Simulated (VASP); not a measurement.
Output of a VASP run:

File OSZICAR:
```
       N       E                     dE             d eps       ncg     rms          rms(c)
DAV:   1     0.542425127994E+02    0.54243E+02   -0.56352E+03  5190   0.972E+02
DAV:   2    -0.952924077604E+01   -0.63772E+02   -0.62175E+02  5300   0.289E+02
DAV:   3    -0.104041263730E+02   -0.87489E+00   -0.86527E+00  5372   0.389E+01
DAV:   4    -0.104079495914E+02   -0.38232E-02   -0.38220E-02  5190   0.262E+00
DAV:   5    -0.104079768099E+02   -0.27219E-04   -0.27219E-04  5322   0.226E-01    0.177E+01
DAV:   6    -0.902341233733E+01    0.13846E+01   -0.57060E+00  5146   0.351E+01    0.159E+00
DAV:   7    -0.900352444932E+01    0.19888E-01   -0.13710E-02  5142   0.157E+00    0.936E-01
DAV:   8    -0.899533048661E+01    0.81940E-02   -0.60581E-03  5154   0.127E+00    0.503E-02
DAV:   9    -0.899534476346E+01   -0.14277E-04   -0.39179E-05  5136   0.918E-02    0.260E-02
DAV:  10    -0.899535715930E+01   -0.12396E-04   -0.37756E-06  5018   0.206E-02    0.132E-03
DAV:  11    -0.899535534518E+01    0.18141E-05   -0.24225E-08  2566   0.232E-03    0.986E-04
DAV:  12    -0.899535472139E+01    0.62379E-06   -0.11262E-08  2560   0.157E-03
   1 F= -.89953547E+01 E0= -.89953255E+01  d E =-.875726E-04
```

OUTCAR:
```
------------------------ aborting loop because EDIFF is reached ----------------------------------------
  FORCE on cell =-STRESS in cart. coord.  units (eV):
  Direction    XX          YY          ZZ          XY          YZ          ZX
  --------------------------------------------------------------------------------------
  Total       -0.2589884     -0.2589884     -0.2589884      0.0000000      0.0000000      0.0000000
  in kB      -30.3640126    -30.3640126    -30.3640126      0.0000000      0.0000000      0.0000000
  external PRESSURE =     -30.3640126 kB  Pullay stress =       0.0000000 kB
  volume of cell :       13.67
      direct lattice vectors                 reciprocal lattice vectors
    -1.506112000  1.506112000  1.506112000     0.000000000  0.331980623  0.331980623
     1.506112000 -1.506112000  1.506112000     0.331980623  0.000000000  0.331980623
     1.506112000  1.506112000 -1.506112000     0.331980623  0.331980623  0.000000000
 POSITION                                       TOTAL-FORCE (eV/Angst)
 -----------------------------------------------------------------------------------
      0.00000      0.00000      0.00000         0.000000     -0.000000     -0.000000
 -----------------------------------------------------------------------------------
    total drift:                                0.000000      0.000000     -0.000000
  FREE ENERGIE OF THE ION-ELECTRON SYSTEM (eV)
  ---------------------------------------------------
  free  energy   TOTEN  =        -8.9953547214 eV

  energy  without entropy=       -8.9952671488  energy(sigma->0) =       -8.99532553
```
(Selected blocks of OUTCAR.)

POSCAR:
```
V
1
   -1.5061120000     1.5061120000     1.5061120000
    1.5061120000    -1.5061120000     1.5061120000
    1.5061120000     1.5061120000    -1.5061120000
V
1
Direct
  0.0000000000   0.0000000000   0.0000000000
```

Task: Write an INCAR and KPOINTS that could have produced this output.

Result: This is not unique; one that fits is the input of the run itself, PBE GGA, plane waves, VASP's PBE PAW potentials (set 64).

**INCAR**
```
SYSTEM = V
PREC = Accurate
ENCUT = 300
EDIFF = 1E-6
NELM = 100
ALGO = Normal
LREAL = .FALSE.
LASPH = .TRUE.
ISMEAR = 1
SIGMA = 0.1
GGA = PE
LMAXMIX = 4
LWAVE = .FALSE.
LCHARG = .FALSE.
ISIF = 2
```

**KPOINTS**
```
Automatic mesh
0
Gamma
20 20 20
0 0 0
```

POTCAR, in this order: V_sv (PBE.64 set). Program: vasp_std.

At this cut-off the stress carries a Pulay error, which pulls relaxed volumes low.

The structure comes from a computed database's V entry; how it stands against other phases isn't given here. The cell was not relaxed at this level. The run is not spin-polarised, so no magnetic state was tried.
